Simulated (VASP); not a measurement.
Consider the following.

```xyz
5
Lattice="1.9598 -3.3944 0.0000 1.9598 3.3944 0.0000 0.0000 0.0000 6.0795" Properties=species:S:1:pos:R:3 pbc="T T T"
La     1.9598     1.1315     1.4968
La     1.9598    -1.1315     4.5826
O      3.9195     0.0000     0.0000
O      1.9598     1.1315     3.9281
O      1.9598    -1.1315     2.1514
```

All values below come from MS2 meta-GGA, VASP's PBE PAW potentials (set 64) (plane waves; VASP). Numerical set-up: 520 eV cut-off, 7×7×4 Γ-centred mesh, tetrahedra with Blöchl corrections, potentials La O.

The cores are frozen, which limits the accuracy of field gradients.

Problem. Give the principal components of the electric field gradient (V/Å²) and the asymmetry η at each nucleus.

Solution. 
```csv
atom,Vxx,Vyy,Vzz,η
La1,-56.9,-56.9,113.9,0.00
La2,-56.9,-56.9,113.9,0.00
O3,4.7,4.7,-9.5,0.00
O4,-5.2,-5.2,10.4,0.00
O5,-5.2,-5.2,10.4,0.00
```

The compound is La2O3 in the a-type structure. It was relaxed first.
